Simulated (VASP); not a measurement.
Calculation: LDA (Ceperley-Alder, Perdew-Zunger), VASP's LDA PAW potentials (set 64) (plane waves; VASP).

The input files of a VASP run:

INCAR:
```
ALGO = Normal
EDIFF = 1E-6
ENCUT = 300
ISIF = 2
ISMEAR = 0
LASPH = .TRUE.
LCHARG = .FALSE.
LMAXMIX = 4
LREAL = .FALSE.
LWAVE = .FALSE.
NELM = 100
PREC = Accurate
SIGMA = 0.272
SYSTEM = InBi
```

### KPOINTS
```
Regular mesh
0
gamma
5 5 5
```

POSCAR:
```
InBi
5.1554350
  0.9403594459   0.0000000000   0.0000000000
  0.0000000000   0.9403594459   0.0000000000
  0.0000000000   0.0000000000   1.0000000000
In Bi
2 2
Cartesian
  0.4701797230   0.4701797230   0.0000000000
  0.0000000000   0.0000000000   0.0000000000
  0.4701797230   0.0000000000   0.3600100000
  0.0000000000   0.4701797230   0.6399900000
```

POTCAR, in this order: In_d Bi_d (LDA.64 set). Program: vasp_std.

The resulting files:

OSZICAR:
```
       N       E                     dE             d eps       ncg     rms          rms(c)
DAV:   1     0.512041512907E+03    0.51204E+03   -0.21372E+04  1188   0.154E+03
DAV:   2     0.344223889711E+02   -0.47762E+03   -0.47337E+03  1206   0.450E+02
DAV:   3    -0.139416668977E+02   -0.48364E+02   -0.48040E+02  1409   0.179E+02
DAV:   4    -0.156495890544E+02   -0.17079E+01   -0.17066E+01  1467   0.372E+01
DAV:   5    -0.157118605783E+02   -0.62272E-01   -0.62268E-01  1886   0.586E+00    0.384E+00
DAV:   6    -0.156318931939E+02    0.79967E-01   -0.12274E-01  1500   0.422E+00    0.197E+00
DAV:   7    -0.156065660206E+02    0.25327E-01   -0.59642E-02  1558   0.227E+00    0.336E-01
DAV:   8    -0.156054608781E+02    0.11051E-02   -0.68525E-03  1595   0.846E-01    0.101E-01
DAV:   9    -0.156054117963E+02    0.49082E-04   -0.36870E-04  1798   0.145E-01    0.242E-02
DAV:  10    -0.156054131295E+02   -0.13331E-05   -0.26851E-05  1450   0.432E-02    0.112E-02
DAV:  11    -0.156054132231E+02   -0.93625E-07   -0.24201E-06  1115   0.101E-02
   1 F= -.15605413E+02 E0= -.15587936E+02  d E =-.349535E-01
```

File OUTCAR:
```
------------------------ aborting loop because EDIFF is reached ----------------------------------------
  FORCE on cell =-STRESS in cart. coord.  units (eV):
  Direction    XX          YY          ZZ          XY          YZ          ZX
  --------------------------------------------------------------------------------------
  Total       -1.2088176     -1.2088176     -1.3720382      0.0000000      0.0000000      0.0000000
  in kB      -15.9840797    -15.9840797    -18.1423302      0.0000000      0.0000000      0.0000000
  external PRESSURE =     -16.7034965 kB  Pullay stress =       0.0000000 kB
  volume of cell :      121.17
      direct lattice vectors                 reciprocal lattice vectors
     4.847962000  0.000000000  0.000000000     0.206272244  0.000000000  0.000000000
     0.000000000  4.847962000  0.000000000     0.000000000  0.206272244  0.000000000
     0.000000000  0.000000000  5.155435000     0.000000000  0.000000000  0.193970053
 POSITION                                       TOTAL-FORCE (eV/Angst)
 -----------------------------------------------------------------------------------
      2.42398      2.42398      0.00000         0.000000      0.000000     -0.000000
      0.00000      0.00000      0.00000         0.000000     -0.000000     -0.000000
      2.42398      0.00000      1.85601         0.000000      0.000000      0.263388
      0.00000      2.42398      3.29943         0.000000     -0.000000     -0.263388
 -----------------------------------------------------------------------------------
    total drift:                                0.000000      0.000000     -0.000000
  FREE ENERGIE OF THE ION-ELECTRON SYSTEM (eV)
  ---------------------------------------------------
  free  energy   TOTEN  =       -15.6054132231 eV

  energy  without entropy=      -15.5704597569  energy(sigma->0) =      -15.58793649
```
(Selected blocks of OUTCAR.)

At this cut-off the stress carries a Pulay error, which pulls relaxed volumes low.

The structure comes from a computed database's InBi entry (P4/nmm); how it stands against other phases isn't given here. The cell was not relaxed at this level. The run is one of a series of settings (GGA removed, POTCAR In_d Bi_d (LDA.64 set) against the base run), some of them coarse on purpose.
